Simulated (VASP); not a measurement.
Data:

```
HfO2
1.0
    0.00000     2.52396     2.52396
    2.52396     0.00000     2.52396
    2.52396     2.52396     0.00000
Hf O
1 2
Direct
  0.00000   0.00000   0.00000
  0.25000   0.25000   0.25000
  0.75000   0.75000   0.75000
```

Level of theory: PBE GGA with D3 dispersion (Becke-Johnson damping), VASP's PBE PAW potentials (set 64) (plane waves; VASP 6.6.1). Numerical set-up: 520 eV cut-off, Gaussian smearing of 0.050 eV, potentials Hf_pv O.

Unless said otherwise, spin-orbit coupling is left out, though it shifts the bands of the heavy elements here.

Task: Give the energies of bands 6 to 14 at the high-symmetry points, in eV from the valence-band maximum.

Result: 
| band | Γ | X | U | L | W |
|---|---|---|---|---|---|
| 6 | -5.42 | -6.55 | -5.88 | -4.37 | -5.36 |
| 7 | -5.42 | -3.49 | -4.06 | -4.37 | -5.12 |
| 8 | -5.42 | -3.49 | -3.38 | -3.06 | -2.58 |
| 9 | -0.61 | -1.55 | -2.27 | -2.76 | -2.58 |
| 10 | -0.61 | -1.55 | -1.32 | -1.85 | -1.41 |
| 11 | -0.61 | 0.00 | -0.34 | -1.85 | -0.21 |
| 12 | 3.91 | 3.84 | 4.37 | 4.66 | 4.88 |
| 13 | 3.91 | 5.57 | 5.50 | 4.66 | 5.22 |
| 14 | 5.94 | 6.76 | 7.04 | 7.11 | 7.20 |

The gap is direct, 3.84 eV, from the valence maximum at X to the conduction minimum at X.

The compound is HfO2 in the fluorite structure, the high-temperature cubic form, which is unstable at 0 K; the monoclinic form is the stable one. It was relaxed first.
